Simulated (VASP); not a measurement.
Crystal: ScSi2.

```
Sc Si
1.0
     3.66000    0.00000    0.00000
    -1.83000    3.16965    0.00000
     0.00000    0.00000    3.87000
Sc Si
1 2
Direct
  0.00000 0.00000 0.00000
  0.66667 0.33333 0.50000
  0.33333 0.66667 0.50000
```

| Item | Value |
| --- | --- |
| Program | VASP 6.6.1 |
| Task | single point |
| Functional | PBE |
| Potentials or basis | VASP PAW PBE potentials, release 64 (Sc_sv, Si) |
| Cutoff | 520 eV |
| k mesh | 8 × 8 × 7 |
| Occupations | fermi-dirac, width 0.05 eV |
| Spin | no spin polarisation |

On this cell: pressure 25.2 GPa; largest force under 0.003 eV/Å; band gap on the k mesh none (metal or under the smearing width).

The same run follows on a disturbed copy (atoms moved at random, drawn with an rms of 0.05 Å):

```
CELL_PARAMETERS angstrom
3.66000 0.00000 0.00000
-1.83000 3.16965 0.00000
0.00000 0.00000 3.87000
ATOMIC_POSITIONS crystal
Sc 0.99981 0.00282 0.98772
Si 0.67459 0.34644 0.50953
Si 0.32321 0.67437 0.50000
```

Task: What changes?

Result: The energy (extrapolated to zero smearing) moves by +23.0 meV/atom; pressure 25.7 GPa; largest force 1.663 eV/Å; band gap on the k mesh none (metal or under the smearing width).

Forces in eV/Å, atoms in the order of the input:
```
Sc  -0.089  0.128  0.646
Si  -1.456 -0.604 -0.255
Si   1.544  0.476 -0.391
```

Stress tensor (GPa, compression positive):
```
39.65  5.48 -0.21
 5.48 36.00  0.12
-0.21  0.12  1.35
```

Caveats: so large a pressure means that the cell lies far from this level's equilibrium, or that cutoff or potentials fall short (some runs).
